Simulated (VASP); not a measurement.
The system is Ir.

```
Ir
1.0
     0.00000    1.91560    1.91560
     1.91560    0.00000    1.91560
     1.91560    1.91560    0.00000
Ir
1
Direct
  0.00000 0.00000 0.00000
```

| Item | Value |
| --- | --- |
| Program | VASP 6.6.1 |
| Task | relaxation of cell and atoms |
| Functional | PBE |
| Potentials or basis | VASP PAW PBE potentials, release 64 (Ir) |
| Cutoff | 300 eV |
| k mesh | 8 × 8 × 8 |
| Occupations | methfessel-paxton, width 0.1 eV |
| Spin | no spin polarisation |

At the start: pressure 12.7 GPa; volume 14.06 Å³/atom.

Task: How do energy, volume and symmetry change on relaxing?

Result: Over 4 steps the energy falls by 18.1 meV/atom and the volume is 14.53 Å³/atom (+3.4 %); space group Fm-3m (No. 225, to 0.05 Å).

The path:
```csv
step,energy change (eV),largest force (eV/Å),pressure (GPa),volume (Å³)
1,0.0000,0.0000,12.67,14.06
2,0.1944,0.0000,-31.18,16.45
3,-0.0180,0.0000,-0.64,14.56
4,-0.0181,0.0000,-0.07,14.53
```

Final structure:
```
Ir
1.0
     0.00000    1.93699    1.93699
     1.93699    0.00000    1.93699
     1.93699    1.93699    0.00000
Ir
1
Direct
  0.00000 0.00000 0.00000
```
